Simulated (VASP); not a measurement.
An input for Ansatz (written as the equivalent of a VASP run, and not itself run):

Ansatz 0.2 input:
```yaml
crystal:
  lattice:
    - [0.0000000, 2.5890715, 2.5890715]
    - [2.5890715, 0.0000000, 2.5890715]
    - [2.5890715, 2.5890715, 0.0000000]
  atoms:
    - { symbol: Mg, position: [0.0000000, 0.0000000, 0.0000000] }
    - { symbol: S, position: [0.5000000, 0.5000000, 0.5000000] }
kpoints:
  mp_grid: { grid: [10, 10, 10] }
hamiltonian:
  xc: pbesol
  pseudopotentials: { kind: paw }
scf:
  occupations: { method: tetrahedron }
  max_iter: 100
output: { forces: true, stress: true, eigenvalues: true }
```

**Question.** Translate this input to VASP (INCAR, KPOINTS, POSCAR, choice of POTCAR).

**Answer.** Several could match; the one computed here: 
POSCAR:
```
MgS
3.66150
  0.0000000000   0.7071067801   0.7071067801
  0.7071067801   0.0000000000   0.7071067801
  0.7071067801   0.7071067801   0.0000000000
Mg S
1 1
direct
  0.0000000000   0.0000000000   0.0000000000
  0.5000000000   0.5000000000   0.5000000000
```

File KPOINTS:
```
Automatic mesh
0
Gamma
10 10 10
0 0 0
```

INCAR:
```
ALGO = Normal
EDIFF = 1E-7
ENCUT = 400
GGA = PS
ISIF = 2
ISMEAR = -5
LASPH = .TRUE.
LCHARG = .TRUE.
LORBIT = 11
LREAL = .FALSE.
LWAVE = .FALSE.
NEDOS = 601
NELM = 100
PREC = Accurate
SYSTEM = MgS
```

POTCAR, in this order: Mg S (PBE.64 set). Program: vasp_std.

The two are equivalent in intent, not identical: each code has its own PAW files, so the cut-off isn't converted (ENCUT is set for VASP's; basis.ecutwfc is left out, and Ansatz then takes the one that its files recommend); Ansatz stops its SCF on the density residual and VASP on the energy change (EDIFF).

The compound is MgS in the rock salt structure. It was relaxed first.
